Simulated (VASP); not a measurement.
An input for Ansatz (written as the equivalent of a VASP run, and not itself run):

Ansatz 0.2 input:
```yaml
crystal:
  lattice:
    - [3.5185715, 0.0000000, 0.0000000]
    - [0.0000000, 3.5185715, 0.0000000]
    - [0.0000000, 0.0000000, 3.5185715]
  atoms:
    - { symbol: Al, position: [0.0000000, 0.0000000, 0.0000000] }
    - { symbol: Ni, position: [0.0000000, 0.5000000, 0.5000000], spin: 0.5 }
    - { symbol: Ni, position: [0.5000000, 0.0000000, 0.5000000], spin: 0.5 }
    - { symbol: Ni, position: [0.5000000, 0.5000000, 0.0000000], spin: 0.5 }
kpoints:
  mp_grid: { grid: [8, 8, 8] }
hamiltonian:
  xc: r2scan
  pseudopotentials: { kind: paw }
magnetization: { spin_polarized: true }
scf:
  occupations: { method: methfessel_paxton, width: 0.1 }
  max_iter: 100
relax:
  max_steps: 60
  f_tol: 0.02
  cell: {}
output: { forces: true, stress: true, eigenvalues: true }
```

Problem. Write the VASP files for the same calculation (r2SCAN).

Solution. Several could match; the one computed here: 
KPOINTS:
```
Automatic mesh
0
Gamma
8 8 8
0 0 0
```

**INCAR**
```
ALGO = Normal
EDIFF = 1E-6
EDIFFG = -0.02
ENCUT = 400
IBRION = 2
ISIF = 3
ISMEAR = 1
ISPIN = 2
LASPH = T
LCHARG = F
LMAXMIX = 4
LMIXTAU = T
LORBIT = 10
LREAL = F
LWAVE = F
MAGMOM = 0.0 3*0.5
METAGGA = R2SCAN
NELM = 100
NSW = 60
PREC = Accurate
SIGMA = 0.1
SYSTEM = Ni3Al
```

File POSCAR:
```
Ni3Al
1
    3.5185715320    -0.0000000000    -0.0000000000
    0.0000000000     3.5185715320    -0.0000000000
    0.0000000000     0.0000000000     3.5185715320
Al Ni
1 3
Direct
  0.0000000000   0.0000000000   0.0000000000
  0.0000000000   0.5000000000   0.5000000000
  0.5000000000   0.0000000000   0.5000000000
  0.5000000000   0.5000000000   0.0000000000
```

POTCAR, in this order: Al Ni (PBE.64 set). Program: vasp_std.

What does not carry over: each code has its own PAW files, so the cut-off isn't converted (ENCUT is set for VASP's; basis.ecutwfc is left out, and Ansatz then takes the one that its files recommend); Ansatz stops its SCF on the density residual and VASP on the energy change (EDIFF).

The compound is Ni3Al in the L1_2 structure. This run relaxes it. Symmetry was kept, so distortions that lower it aren't found. The start is the result of an earlier pass.
